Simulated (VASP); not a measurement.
VASP input:

POSCAR:
```
CuI
1
    0.0000000000     3.0343780000     3.0343780000
    3.0343780000     0.0000000000     3.0343780000
    3.0343780000     3.0343780000     0.0000000000
Cu I
1 1
Direct
  0.0000000000   0.0000000000   0.0000000000
  0.2500000000   0.2500000000   0.2500000000
```

File KPOINTS:
```
Automatic mesh
0
Gamma
3 3 3
0 0 0
```

### INCAR
```
! general
SYSTEM   =  CuI
PREC     =  Accurate
ENCUT    =  300   ! plane-wave cut-off (eV)
LREAL    =  .FALSE.
LASPH    =  .TRUE.   ! aspherical one-centre terms

! electronic loop
EDIFF    =  1E-6   ! SCF stop (eV)
NELM     =  100   ! most electronic steps
ALGO     =  Normal   ! blocked Davidson
LMAXMIX  =  4

! smearing
ISMEAR   =  0
SIGMA    =  0.02   ! width (eV)

! functional
GGA      =  PE   ! PBE

! ions
ISIF     =  2

! output
LWAVE    =  .FALSE.
LCHARG   =  .FALSE.
```

POTCAR, in this order: Cu I (PBE.64 set). Program: vasp_std.

Write an equivalent input for Quantum ESPRESSO's pw.x.

One equivalent input (not run):
```
&CONTROL
  calculation = 'scf'
  pseudo_dir = './pseudo'
  outdir = './out'
  tprnfor = .true.
  tstress = .true.
/
&SYSTEM
  ibrav = 0
  nat = 2
  ntyp = 2
  ecutwfc = 92
  occupations = 'smearing'
  smearing = 'gaussian'
  degauss = 0.00147
  input_dft = 'pbe'
/
&ELECTRONS
  conv_thr = 7.3e-08
  electron_maxstep = 100
/
ATOMIC_SPECIES
  Cu 63.546 Cu.upf
  I 126.904 I.upf
CELL_PARAMETERS angstrom
     0.0000000    3.0343780    3.0343780
     3.0343780    0.0000000    3.0343780
     3.0343780    3.0343780    0.0000000
ATOMIC_POSITIONS crystal
  Cu   0.0000000  0.0000000  0.0000000
  I    0.2500000  0.2500000  0.2500000
K_POINTS automatic
  3 3 3 0 0 0
```
What does not carry over: the potentials are each code's own (VASP's PAW set, PseudoDojo norm-conserving files in pw.x), so ENCUT and ecutwfc are chosen apart and not converted; conv_thr bounds pw.x's estimated SCF error, while EDIFF bounds the energy change between steps.

The structure is a typed CuI crystal. The cell was not relaxed at this level. The k-mesh is coarse (spacing up to 0.60 per Å, 2π included), so the numbers may not be converged in it. The run is one of a series of settings (KPOINTS 3×3×3 Γ-centred mesh against the base run), some of them coarse on purpose.
